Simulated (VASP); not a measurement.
**ZnAu under strain**

Aim: follow the pressure of ZnAu through compression, expansion and shear. All runs use PBEsol. Left out of this account: 1 further run (fields: a reference on another mesh). The start is a cell from a database of measured crystal structures.

Calculated with VASP 6.6.1; PBEsol; plane waves and PAW (Zn, Au).

## Step 1: Starting point

Symmetry: Pm-3m, No. 221, cubic system. Conventional cell: a = 3.147 Å, b = 3.147 Å, c = 3.147 Å, α = 90.00°, β = 90.00°, γ = 90.00°. Nearest to Zn lie 8 Au at 2.73 Å. Nearest to Au lie 8 Zn at 2.73 Å. Farther neighbours are not listed.

## Step 2: Bands, cell as listed

Levels along the symmetry lines show where the bands peak and cross; KPOINTS_OPT computes them in the converged potential. PBEsol restores the gradient expansion of exchange and is tuned for the cells of solids.

INCAR

```
SYSTEM = ZnAu
PREC = Accurate
ENCUT = 400
EDIFF = 1E-06
NELM = 100
ISMEAR = -1
SIGMA = 0.05
LREAL = .FALSE.
ALGO = Normal
GGA = PS
NBANDS = 23
LASPH = .TRUE.
LORBIT = 11
LWAVE = .FALSE.
LCHARG = .FALSE.
KPAR = 2
```

POSCAR

```
ZnAu
1.0
    3.1470000000      0.0000000000      0.0000000000
    0.0000000000      3.1470000000      0.0000000000
    0.0000000000      0.0000000000      3.1470000000
Zn Au
1 1
Direct
    0.5000000000      0.5000000000      0.5000000000
    0.0000000000      0.0000000000      0.0000000000
```

KPOINTS

```
Automatic mesh
0
Gamma
12 12 12
0 0 0
```

KPOINTS_OPT

```
Line mode
16
Line-mode
Reciprocal
  0.00000000   0.00000000   0.00000000 GAMMA
  0.00000000   0.50000000   0.00000000 X

  0.00000000   0.50000000   0.00000000 X
  0.50000000   0.50000000   0.00000000 M

  0.50000000   0.50000000   0.00000000 M
  0.00000000   0.00000000   0.00000000 GAMMA

  0.00000000   0.00000000   0.00000000 GAMMA
  0.50000000   0.50000000   0.50000000 R

  0.50000000   0.50000000   0.50000000 R
  0.00000000   0.50000000   0.00000000 X

  0.50000000   0.50000000   0.00000000 M
  0.50000000   0.50000000   0.50000000 R
```

PAW data sets: Zn and Au (PBE family, release 64).

The run is started by

```sh
$ mpirun -np 2 vasp_std
```

Output:

```text
[banner, memory and clock lines left out]
running    2 mpi-ranks, on    1 nodes
 distrk:  each k-point on    1 cores,    2 groups
 distr:  one band on    1 cores,    1 groups

 POSCAR found type information on POSCAR ZnAu
 POSCAR found :  2 types and       2 ions
|                                                                             |
|               ----> ADVICE to this user running VASP <----                  |
|                                                                             |
|     You enforced a specific xc type in the INCAR file but a different       |
|     [... a line on the potential file left out ...]
|     I HOPE YOU KNOW WHAT YOU ARE DOING!                                     |
|                                                                             |

 LDA part: xc-table for (Slater+PW92), standard interpolation
 POSCAR, INCAR and KPOINTS ok, starting setup
 FFT: planning ... GRIDC
 FFT: planning ... GRID_SOFT
 FFT: planning ... GRID
 WAVECAR not read
 entering main loop
       N       E                     dE             d eps       ncg     rms          rms(c)
DAV:   1     0.118045475948E+03    0.11805E+03   -0.91037E+03  4120   0.107E+03
DAV:   2    -0.825898059643E+00   -0.11887E+03   -0.11149E+03  4081   0.246E+02
DAV:   3    -0.647362065002E+01   -0.56477E+01   -0.56151E+01  4620   0.550E+01
DAV:   4    -0.652026680995E+01   -0.46646E-01   -0.46639E-01  4494   0.471E+00
DAV:   5    -0.652077485055E+01   -0.50804E-03   -0.50804E-03  4690   0.499E-01    0.874E+00
DAV:   6    -0.599146650387E+01    0.52931E+00   -0.11546E+00  4631   0.112E+01    0.537E+00
DAV:   7    -0.596223295868E+01    0.29234E-01   -0.28565E-02  5481   0.269E+00    0.288E+00
DAV:   8    -0.595220055250E+01    0.10032E-01   -0.77773E-03  4594   0.743E-01    0.138E-01
DAV:   9    -0.595219657014E+01    0.39824E-05   -0.28889E-04  5243   0.245E-01    0.642E-02
DAV:  10    -0.595220070239E+01   -0.41323E-05   -0.32449E-05  4550   0.448E-02    0.185E-02
DAV:  11    -0.595220122627E+01   -0.52387E-06   -0.12049E-06  3941   0.103E-02
   1 F= -.59522012E+01 E0= -.59504203E+01  d E =-.356189E-02
 Start KPOINTS_OPT (optional k-point list driver)
k-point batch [1-84\96]
       N       E                     dE             ncg
DAV:   1     0.118397996100E+05   -0.36537E+05     4214
DAV:   2     0.220212350335E+04   -0.96377E+04     4046
DAV:   3     0.170367484072E+04   -0.49845E+03     4711
DAV:   4     0.169904436249E+04   -0.46305E+01     4459
DAV:   5     0.169898913217E+04   -0.55230E-01     4690
DAV:   6     0.169898803992E+04   -0.10923E-02     4480
DAV:   7     0.169898801526E+04   -0.24664E-04     4689
DAV:   8     0.169898801474E+04   -0.51745E-06     3108
k-point batch [85-96\96]
       N       E                     dE             ncg
DAV:   1     0.470228533471E+05   -0.96694E+04      584
DAV:   2     0.456408022455E+05   -0.13821E+04      566
DAV:   3     0.455801311528E+05   -0.60671E+02      692
DAV:   4     0.455796250855E+05   -0.50607E+00      678
DAV:   5     0.455796181654E+05   -0.69201E-02      671
DAV:   6     0.455796180177E+05   -0.14766E-03      685
DAV:   7     0.455796180142E+05   -0.35504E-05      685
DAV:   8     0.455796180141E+05   -0.75292E-07      486
```

Run time: 12 s. Hardware: 2 MPI ranks of Intel Xeon Platinum 8488C (Sapphire Rapids), shared host; peak memory 0.35 GiB; 21 s of CPU time.

The logs omit lines about the potential files and the build; timing stands in the text.

From OUTCAR (step 2):

```text
ion  position               nearest neighbor table
   1  0.500  0.500  0.500-   2 2.73   2 2.73   2 2.73   2 2.73   2 2.73   2 2.73   2 2.73   2 2.73

  LATTYP: Found a simple cubic cell.
 ALAT       =     3.1470000000

 Subroutine GETGRP returns: Found 48 space group operations
 (whereof 48 operations were pure point group operations)

The static configuration has the point symmetry O_h .

 Found     84 irreducible k-points:

   k-points           NKPTS =     84   k-points in BZ     NKDIM =     84   number of bands    NBANDS=     23

   dimension x,y,z NGX =    24 NGY =   24 NGZ =   24
   dimension x,y,z NGXF=    48 NGYF=   48 NGZF=   48

   ENCUT  =  400.0 eV  29.40 Ry    5.42 a.u.   5.13  5.13  5.13*2*pi/ulx,y,z

   NELECT =      23.0000    total number of electrons

 k-points in reciprocal lattice and weights: Automatic mesh
   0.00000000  0.00000000  0.00000000       0.001
   0.08333333  0.00000000  0.00000000       0.003
   0.16666667  0.00000000  0.00000000       0.003
   0.25000000  0.00000000  0.00000000       0.003
   0.33333333  0.00000000  0.00000000       0.003
   0.41666667  0.00000000  0.00000000       0.003
   0.50000000  0.00000000  0.00000000       0.002
   0.08333333  0.08333333  0.00000000       0.007
   0.16666667  0.08333333  0.00000000       0.014
[...]
0.50000000  0.50000000  0.41666667       0.003
   0.50000000  0.50000000  0.50000000       0.001

 average (electrostatic) potential at core
       1 -32.6589       2 -67.1646

 E-fermi :   6.9497

 k-point     1 :       0.0000    0.0000    0.0000
  band No.  band energies     occupation
    ...
      7       1.5007      2.00000
      8       1.5007      2.00000
      9       3.1876      2.00000
     10       3.1876      2.00000
     11       3.1876      2.00000
     12      11.8648      0.00000
     13      11.8648      0.00000
     14      11.8648      0.00000
     15      15.7305      0.00000
     16      19.0347      0.00000
    ...

 k-point     2 :       0.0833    0.0000    0.0000
  band No.  band energies     occupation
    ...
      7       1.4804      2.00000
      8       1.5341      2.00000
      9       3.0933      2.00000
     10       3.0933      2.00000
     11       3.1773      2.00000
     12      10.9130      0.00000
     13      12.0977      0.00000
     14      12.0977      0.00000
     15      16.3115      0.00000
     16      18.9052      0.00000
    ...

 k-point     3 :       0.1667    0.0000    0.0000
  band No.  band energies     occupation
    ...
      7       1.4220      2.00000
      8       1.6246      2.00000
      9       2.8500      2.00000
     10       2.8500      2.00000
     11       3.1490      2.00000
     12       9.1578      0.00000
     13      12.7573      0.00000
     14      12.7573      0.00000
     15      16.9156      0.00000
     16      18.5631      0.00000
    ...

  Total       -0.4946626     -0.4946626     -0.4946626      0.0000000      0.0000000      0.0000000
  in kB      -25.4290062    -25.4290062    -25.4290062      0.0000000      0.0000000      0.0000000
  external PRESSURE =     -25.4290062 kB  Pullay stress =       0.0000000 kB

  energy-cutoff  :      400.00
  volume of cell :       31.17
      direct lattice vectors                 reciprocal lattice vectors
     3.147000000  0.000000000  0.000000000     0.317762949  0.000000000  0.000000000
     0.000000000  3.147000000  0.000000000     0.000000000  0.317762949  0.000000000
     0.000000000  0.000000000  3.147000000     0.000000000  0.000000000  0.317762949

 POSITION                                       TOTAL-FORCE (eV/Angst)
 -----------------------------------------------------------------------------------
      1.57350      1.57350      1.57350         0.000000      0.000000      0.000000
      0.00000      0.00000      0.00000         0.000000      0.000000      0.000000
 -----------------------------------------------------------------------------------
    total drift:                                0.000000      0.000000     -0.000000

  FREE ENERGIE OF THE ION-ELECTRON SYSTEM (eV)
  ---------------------------------------------------
  free  energy   TOTEN  =        -5.9522012263 eV

  energy  without entropy=       -5.9486393373  energy(sigma->0) =       -5.95042028

 total charge
# of ion       s       p       d       tot
------------------------------------------
    1        0.525   0.451   9.767  10.744
    2        0.616   0.394   8.700   9.710
--------------------------------------------------
tot          1.142   0.845  18.467  20.454

[... 3 further parts left out ...]
```

This run has no spin polarisation. Its electron count is odd, so without a moment it is a metal by construction. Spin-orbit coupling is off here; with elements this heavy it splits and shifts levels by tenths of an eV or more. The PAW data sets were made with PBE, which is usual practice but a small mismatch for other functionals. At this level the cell is under a tension of 2.5 GPa, so at these settings it is away from equilibrium.

This step gave:

- SCF cycles: 11
- electrons: 23
- bands: 23
- irreducible k-points: 84
- symmetry operations: 48
- free energy (TOTEN): -5.952 eV
- energy at zero smearing: -5.950 eV
- Fermi energy: 6.950 eV
- pressure: -2.543 GPa
- metallic: yes

The electronic bands at the labelled points (eV, zero at the Fermi level; # counts the bands kept):

| point | #8 | #9 | #10 | #11 | #12 | #13 | #14 | #15 |
| --- | --- | --- | --- | --- | --- | --- | --- | --- |
| Γ | -5.45 | -3.76 | -3.76 | -3.76 | 4.92 | 4.92 | 4.92 | 8.78 |
| 0.47 of the way | -5.24 | -4.34 | -4.34 | -3.83 | 0.78 | 6.58 | 6.58 | 10.23 |
| X | -5.50 | -4.95 | -4.95 | -3.92 | -2.41 | 10.37 | 11.07 | 11.07 |
| 0.47 of the way | -5.24 | -4.55 | -4.01 | -3.55 | -2.32 | 5.48 | 5.69 | 10.80 |
| M | -4.11 | -4.11 | -3.18 | -2.06 | -2.06 | 0.78 | 2.46 | 10.33 |
| 0.47 of the way | -4.90 | -4.89 | -4.46 | -3.97 | 1.28 | 2.06 | 8.57 | 9.09 |
| Γ | -5.45 | -3.76 | -3.76 | -3.76 | 4.92 | 4.92 | 4.92 | 8.78 |
| 0.47 of the way | -5.11 | -4.51 | -4.51 | -4.40 | 2.78 | 3.43 | 3.43 | 10.43 |
| R | -6.48 | -3.13 | -3.13 | 1.34 | 3.50 | 3.68 | 3.68 | 3.68 |
| 0.53 of the way | -5.45 | -4.77 | -4.05 | -1.87 | -1.85 | 5.16 | 5.98 | 6.94 |
| X | -5.50 | -4.95 | -4.95 | -3.92 | -2.41 | 10.37 | 11.07 | 11.07 |
| jump to M | -4.11 | -4.11 | -3.18 | -2.06 | -2.06 | 0.78 | 2.46 | 10.33 |
| 0.53 of the way | -5.72 | -4.18 | -3.15 | 0.71 | 0.71 | 1.20 | 1.95 | 7.21 |
| R | -6.48 | -3.13 | -3.13 | 1.34 | 3.50 | 3.68 | 3.68 | 3.68 |

Of the projections kept (Zn, Au), the largest for each band there; the rest of the weight can lie on other orbitals:

| point | #8 | #9 | #10 | #11 | #12 | #13 | #14 | #15 |
| --- | --- | --- | --- | --- | --- | --- | --- | --- |
| Γ | Au 0.75 | Au 0.93 | Au 0.93 | Au 0.93 | Zn 0.58 | Zn 0.58 | Zn 0.58 | Zn 0.55 |
| X | Zn 0.83 | Au 0.97 | Au 0.97 | Au 1.00 | Au 0.96 | Zn 1.00 | Au 0.68 | Au 0.68 |
| M | Au 0.84 | Au 0.84 | Au 1.00 | Zn 0.50 | Zn 0.50 | Au 0.86 | Zn 0.54 | Zn 1.00 |
| Γ | Au 0.75 | Au 0.93 | Au 0.93 | Au 0.93 | Zn 0.58 | Zn 0.58 | Zn 0.58 | Zn 0.55 |
| R | Au 0.90 | Au 1.00 | Au 1.00 | Zn 1.00 | Au 1.00 | Au 0.72 | Au 0.72 | Au 0.72 |
| X | Zn 0.83 | Au 0.97 | Au 0.97 | Au 1.00 | Au 0.96 | Zn 1.00 | Au 0.68 | Au 0.68 |

There is no gap at this level.

## Step 3: Bands, volume times 1.04

The cell is expanded evenly, with fractional positions held.

INCAR is that of step 2.

POSCAR

```
ZnAu
1.0
    3.1884126438      0.0000000000      0.0000000000
    0.0000000000      3.1884126438      0.0000000000
    0.0000000000      0.0000000000      3.1884126438
Zn Au
1 1
Direct
    0.5000000000      0.5000000000      0.5000000000
    0.0000000000      0.0000000000      0.0000000000
```

KPOINTS is that of step 2.

KPOINTS_OPT is that of step 2.

The run is started by

```sh
$ mpirun -np 2 vasp_std
```

Output:

```text
[banner, memory and clock lines left out]
running    2 mpi-ranks, on    1 nodes
 distrk:  each k-point on    1 cores,    2 groups
 distr:  one band on    1 cores,    1 groups

 POSCAR found type information on POSCAR ZnAu
 POSCAR found :  2 types and       2 ions
 [... a notice as in an earlier step ...]

 LDA part: xc-table for (Slater+PW92), standard interpolation
 POSCAR, INCAR and KPOINTS ok, starting setup
 FFT: planning ... GRIDC
 FFT: planning ... GRID_SOFT
 FFT: planning ... GRID
 WAVECAR not read
 entering main loop
       N       E                     dE             d eps       ncg     rms          rms(c)
DAV:   1     0.117276683504E+03    0.11728E+03   -0.90429E+03  4118   0.106E+03
DAV:   2    -0.450892607764E+00   -0.11773E+03   -0.11019E+03  4067   0.245E+02
DAV:   3    -0.641392266620E+01   -0.59630E+01   -0.59218E+01  4641   0.561E+01
DAV:   4    -0.646615182390E+01   -0.52229E-01   -0.52221E-01  4487   0.497E+00
DAV:   5    -0.646670432166E+01   -0.55250E-03   -0.55249E-03  4592   0.516E-01    0.787E+00
DAV:   6    -0.595364550924E+01    0.51306E+00   -0.11680E+00  4638   0.112E+01    0.494E+00
DAV:   7    -0.592674278610E+01    0.26903E-01   -0.25829E-02  5444   0.252E+00    0.272E+00
DAV:   8    -0.591674601667E+01    0.99968E-02   -0.82712E-03  4674   0.775E-01    0.151E-01
DAV:   9    -0.591674679237E+01   -0.77570E-06   -0.31538E-04  5000   0.228E-01    0.687E-02
DAV:  10    -0.591674897765E+01   -0.21853E-05   -0.32839E-05  4530   0.475E-02    0.173E-02
DAV:  11    -0.591674957197E+01   -0.59432E-06   -0.14113E-06  4045   0.124E-02
   1 F= -.59167496E+01 E0= -.59147149E+01  d E =-.406937E-02
 Start KPOINTS_OPT (optional k-point list driver)
k-point batch [1-84\96]
       N       E                     dE             ncg
DAV:   1     0.115323410983E+05   -0.36702E+05     4055
DAV:   2     0.156440006974E+04   -0.99679E+04     4025
DAV:   3     0.105542757293E+04   -0.50897E+03     4732
DAV:   4     0.105072649565E+04   -0.47011E+01     4487
DAV:   5     0.105066784815E+04   -0.58648E-01     4655
DAV:   6     0.105066666746E+04   -0.11807E-02     4515
DAV:   7     0.105066664021E+04   -0.27241E-04     4731
DAV:   8     0.105066663964E+04   -0.57147E-06     3165
k-point batch [85-96\96]
       N       E                     dE             ncg
DAV:   1     0.472850416170E+05   -0.95070E+04      592
DAV:   2     0.459616363837E+05   -0.13234E+04      552
DAV:   3     0.458979023053E+05   -0.63734E+02      692
DAV:   4     0.458973393310E+05   -0.56297E+00      699
DAV:   5     0.458973319914E+05   -0.73396E-02      678
DAV:   6     0.458973318346E+05   -0.15674E-03      699
DAV:   7     0.458973318308E+05   -0.38572E-05      664
DAV:   8     0.458973318307E+05   -0.85609E-07      507
```

It took 13 s on 2 MPI ranks; peak memory 0.36 GiB; 23 s of CPU time.

OUTCAR, selected parts (step 3):

```text
  LATTYP: Found a simple cubic cell.
 ALAT       =     3.1884126438

The static configuration has the point symmetry O_h .

 Found     84 irreducible k-points:

   ENCUT  =  400.0 eV  29.40 Ry    5.42 a.u.   5.20  5.20  5.20*2*pi/ulx,y,z

   NELECT =      23.0000    total number of electrons

 E-fermi :   6.4648

 k-point     1 :       0.0000    0.0000    0.0000
  band No.  band energies     occupation
    ...
      7       1.1741      2.00000
      8       1.1741      2.00000
      9       2.7795      2.00000
     10       2.7795      2.00000
     11       2.7795      2.00000
     12      11.3345      0.00000
     13      11.3345      0.00000
     14      11.3345      0.00000
     15      14.7700      0.00000
     16      18.2828      0.00000
    ...

 k-point     2 :       0.0833    0.0000    0.0000
  band No.  band energies     occupation
    ...
      7       1.1575      2.00000
      8       1.2072      2.00000
      9       2.6934      2.00000
     10       2.6934      2.00000
     11       2.7708      2.00000
     12      10.3685      0.00000
     13      11.5556      0.00000
     14      11.5556      0.00000
     15      15.3708      0.00000
     16      18.1732      0.00000
    ...

  Total       -1.4369033     -1.4369033     -1.4369033      0.0000000      0.0000000      0.0000000
  in kB      -71.0255442    -71.0255442    -71.0255442      0.0000000      0.0000000      0.0000000
  external PRESSURE =     -71.0255442 kB  Pullay stress =       0.0000000 kB

  energy-cutoff  :      400.00
  volume of cell :       32.41
      direct lattice vectors                 reciprocal lattice vectors
     3.188412644  0.000000000  0.000000000     0.313635690  0.000000000  0.000000000
     0.000000000  3.188412644  0.000000000     0.000000000  0.313635690  0.000000000
     0.000000000  0.000000000  3.188412644     0.000000000  0.000000000  0.313635690

 POSITION                                       TOTAL-FORCE (eV/Angst)
 -----------------------------------------------------------------------------------
      1.59421      1.59421      1.59421         0.000000      0.000000      0.000000
      0.00000      0.00000      0.00000         0.000000      0.000000      0.000000
 -----------------------------------------------------------------------------------
    total drift:                                0.000000      0.000000     -0.000000

  FREE ENERGIE OF THE ION-ELECTRON SYSTEM (eV)
  ---------------------------------------------------
  free  energy   TOTEN  =        -5.9167495720 eV

  energy  without entropy=       -5.9126801987  energy(sigma->0) =       -5.91471489

 total charge
# of ion       s       p       d       tot
------------------------------------------
    1        0.519   0.420   9.762  10.700
    2        0.607   0.364   8.695   9.667
--------------------------------------------------
tot          1.126   0.784  18.457  20.367

[... 4 parts as in an earlier step ...]

[... 6 further parts left out ...]
```

Numbers from this step:

```
free energy (TOTEN)     : -5.917 eV
energy at zero smearing : -5.915 eV
Fermi energy            : 6.465 eV
pressure                : -7.103 GPa
```

The electronic bands at the labelled points (eV, zero at the Fermi level; # counts the bands kept):

| point | #8 | #9 | #10 | #11 | #12 | #13 | #14 | #15 |
| --- | --- | --- | --- | --- | --- | --- | --- | --- |
| Γ | -5.29 | -3.69 | -3.69 | -3.69 | 4.87 | 4.87 | 4.87 | 8.31 |
| 0.47 of the way | -5.08 | -4.22 | -4.22 | -3.74 | 0.76 | 6.46 | 6.46 | 9.83 |
| X | -5.36 | -4.78 | -4.78 | -3.82 | -2.39 | 10.31 | 10.81 | 10.81 |
| 0.47 of the way | -5.05 | -4.42 | -3.92 | -3.43 | -2.29 | 5.33 | 5.49 | 10.52 |
| M | -4.02 | -4.02 | -3.12 | -1.89 | -1.89 | 0.65 | 2.24 | 10.12 |
| 0.53 of the way | -4.89 | -4.68 | -4.30 | -3.86 | 1.88 | 2.12 | 7.71 | 9.91 |
| Γ | -5.29 | -3.69 | -3.69 | -3.69 | 4.87 | 4.87 | 4.87 | 8.31 |
| 0.53 of the way | -5.02 | -4.33 | -4.33 | -3.90 | 2.46 | 3.20 | 3.20 | 8.66 |
| R | -6.20 | -3.08 | -3.08 | 1.23 | 3.27 | 3.65 | 3.65 | 3.65 |
| 0.47 of the way | -5.40 | -4.37 | -3.85 | -1.58 | -1.19 | 4.28 | 5.40 | 6.49 |
| X | -5.36 | -4.78 | -4.78 | -3.82 | -2.39 | 10.31 | 10.81 | 10.81 |
| jump to M | -4.02 | -4.02 | -3.12 | -1.89 | -1.89 | 0.65 | 2.24 | 10.12 |
| 0.53 of the way | -5.50 | -4.06 | -3.10 | 0.74 | 0.74 | 1.09 | 1.79 | 7.03 |
| R | -6.20 | -3.08 | -3.08 | 1.23 | 3.27 | 3.65 | 3.65 | 3.65 |

Of the projections kept (Zn, Au), the largest for each band there; the rest of the weight can lie on other orbitals:

| point | #8 | #9 | #10 | #11 | #12 | #13 | #14 | #15 |
| --- | --- | --- | --- | --- | --- | --- | --- | --- |
| Γ | Au 0.78 | Au 0.94 | Au 0.94 | Au 0.94 | Zn 0.58 | Zn 0.58 | Zn 0.58 | Zn 0.54 |
| X | Zn 0.82 | Au 0.97 | Au 0.97 | Au 1.00 | Au 0.96 | Zn 1.00 | Zn 0.76 | Zn 0.76 |
| M | Au 0.86 | Au 0.86 | Au 1.00 | Zn 0.50 | Zn 0.50 | Au 0.87 | Zn 0.54 | Zn 1.00 |
| Γ | Au 0.78 | Au 0.94 | Au 0.94 | Au 0.94 | Zn 0.58 | Zn 0.58 | Zn 0.58 | Zn 0.54 |
| R | Au 0.91 | Au 1.00 | Au 1.00 | Zn 1.00 | Au 1.00 | Au 0.73 | Au 0.73 | Au 0.73 |
| X | Zn 0.82 | Au 0.97 | Au 0.97 | Au 1.00 | Au 0.96 | Zn 1.00 | Zn 0.76 | Zn 0.76 |

 The pressure is -7.10 GPa.

Between step 2 and this run (cell volume +4.0 %) the value for the pressure moves from -2.54 GPa to -7.10 GPa.

(Continued in part 2 of 4.)

[Lines on the potential files, build, host, timing and source positions are cut from VASP's logs without a mark.]

[Logs are printed without paths, hosts, clocks, repeated set-up lines and the standing remarks that a program may print on its own settings, such as how far it seeks lower states.]

[Hosts, paths, dates, database ids (printed as entryN), source tags and the programs' standing remarks are cut or masked in the printed files.]

[A measured line is paired with the nearest computed mode of its activity, which favours agreement.]
